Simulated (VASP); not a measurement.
VASP runs on Ir₂C (atoms displaced from the space group 194 structure) share one base input (PBE GGA, plane waves, VASP's PBE PAW potentials (set 64)) and change the settings named in each case.

### INCAR
```
ALGO = Normal
EDIFF = 1E-6
ENCUT = 400
GGA = PE
ISIF = 2
ISMEAR = 0
LASPH = T
LCHARG = F
LMAXMIX = 6
LREAL = F
LWAVE = F
NELM = 100
PREC = Accurate
SIGMA = 0.05
SYSTEM = Ir2C
```

File KPOINTS:
```
Automatic mesh
0
Gamma
  5 5 3
```

File POSCAR:
```
Ir2C
1
    3.8885160000     0.0000000000     0.0000000000
   -1.9442580000     3.3675540000     0.0000000000
    0.0000000000     0.0000000000     4.7645010000
C Ir
2 4
Direct
  0.3178140000   0.6582690000   0.2621240000
  0.6933800000   0.3394710000   0.7741510000
  0.0106520000   0.0064900000   0.0032390000
 -0.0314050000  -0.0399620000   0.4853820000
  0.3129810000   0.6794730000   0.7194340000
  0.6965780000   0.3562600000   0.2556700000
```

POTCAR, in this order: C Ir (PBE.64 set). Program: vasp_std.

```tsv
change	E(σ→0) (eV/atom)	pressure (GPa)	largest force (eV/Å)	−TS (eV)
base run	-6.8914	82.77	5.698	-0.0035
GGA removed, POTCAR C Ir (LDA.64 set)	-8.3344	64.75	5.423	-0.0031
GGA_COMPAT = .FALSE., LNONCOLLINEAR = .TRUE., LSORBIT = .TRUE., MAGMOM = 0.0 0.0 0.0 0.0 0.0 0.0 0.0 0.0 0.0 0.0 0.0 0.0 0.0 0.0 0.0 0.0 0.0 0.0, program vasp_ncl	-7.1417	83.60	5.556	-0.0039
KPOINTS 7×7×5 Γ-centred mesh	-6.8986	82.70	5.797	-0.0039
```
 Energies of different potentials or functionals have different zeros.  Unless said otherwise, spin-orbit coupling is left out, though it shifts the bands of the heavy elements here. At 400 eV the pressure can carry a Pulay error.

Left out are runs that ran out of time, are held back, or changed the cell or the kind of run, fixed moments of cells without a moment, rows past the twelfth, gaps on odd meshes, pressures of charged cells and columns that move by less than the noise.

The structure was generated: Ir2C was put into an ordered model structure, which need not be its known phase. The cell was not relaxed at this level, its atoms were moved at random.
